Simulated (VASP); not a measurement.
Input:

```
CELL_PARAMETERS angstrom
      0.00000     2.73585     2.73585
      2.73585     0.00000     2.73585
      2.73585     2.73585     0.00000
ATOMIC_POSITIONS crystal
  Ag 0.00000 0.00000 0.00000
  Cl 0.50000 0.50000 0.50000
```

Calculation: vdW-DF-cx, VASP's PBE PAW potentials (set 64) (plane waves; VASP 6.6.1). Settings: 520 eV cut-off, Gaussian smearing of 0.050 eV, potentials Ag Cl.

Task: What does the run give for the band gap (along the path) with the smallest direct gap where there is one?

Result: 
```
Quantity                               Result
------------------------------------  -------
band gap (along the path)             0.81 eV
smallest direct gap (along the path)  3.05 eV
```

The absolute energy has meaning only against runs of the same code, potentials and settings.

The compound is AgCl in the rock salt structure. It was relaxed first.
